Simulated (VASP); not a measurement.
Here is the system:

```yaml
crystal:
  lattice:
    - [3.94409, 0.00000, 0.00000]
    - [0.00000, 3.94409, 0.00000]
    - [0.00000, 0.00000, 3.94409]
  atoms:
    - { symbol: Gd, position: [0.00000, 0.00000, 0.00000], spin: 7.0 }
    - { symbol: Bi, position: [0.50000, 0.50000, 0.50000] }
```

Level of theory: PBE GGA, VASP's PBE PAW potentials (set 64) (plane waves; VASP). Run with 300 eV cut-off, 7×7×7 Γ-centred mesh, Gaussian smearing of 0.050 eV, potentials Gd Bi_d.

**Question.** Give the spin-up energies of bands 11 to 23 at the high-symmetry points, in eV from the Fermi level.

**Answer.** 
| band | Γ | X | M | R |
|---|---|---|---|---|
| 11 | -4.76 | -4.90 | -4.79 | -4.75 |
| 12 | -4.76 | -4.77 | -4.79 | -4.75 |
| 13 | -4.76 | -4.76 | -4.75 | -4.75 |
| 14 | -4.75 | -4.75 | -4.75 | -4.73 |
| 15 | -4.75 | -4.75 | -4.72 | -4.73 |
| 16 | -4.75 | -4.71 | -4.71 | -4.73 |
| 17 | -4.64 | -4.71 | -4.68 | -4.59 |
| 18 | -0.71 | -4.65 | -2.72 | -3.49 |
| 19 | -0.71 | -0.62 | -2.72 | -3.49 |
| 20 | 0.65 | -0.62 | -0.95 | -3.49 |
| 21 | 0.65 | -0.22 | 1.65 | 3.04 |
| 22 | 0.65 | 3.08 | 1.65 | 3.04 |
| 23 | 1.40 | 3.83 | 1.97 | 3.04 |

**Question.** Give the spin-down energies of bands 11 to 23 at the high-symmetry points, in eV from the Fermi level.

**Answer.** 
```tsv
band	Γ	X	M	R
11	-0.05	-4.57	-2.60	-3.32
12	-0.05	-0.33	-2.60	-3.32
13	-0.05	-0.33	-0.09	-3.32
14	0.20	0.38	0.10	0.42
15	0.20	0.40	0.40	0.42
16	0.41	0.40	0.40	0.42
17	0.47	0.45	0.51	0.46
18	0.47	0.45	0.56	0.55
19	0.47	0.54	0.56	0.55
20	1.24	0.54	0.57	0.55
21	1.24	0.84	2.33	3.83
22	1.24	4.09	2.45	3.83
23	2.15	5.02	2.45	3.83
```

It has no gap at this level: it comes out as a metal or semimetal.

The structure was generated: GdBi was put into an ordered model structure, which need not be its known phase. The cell was not relaxed at this level.
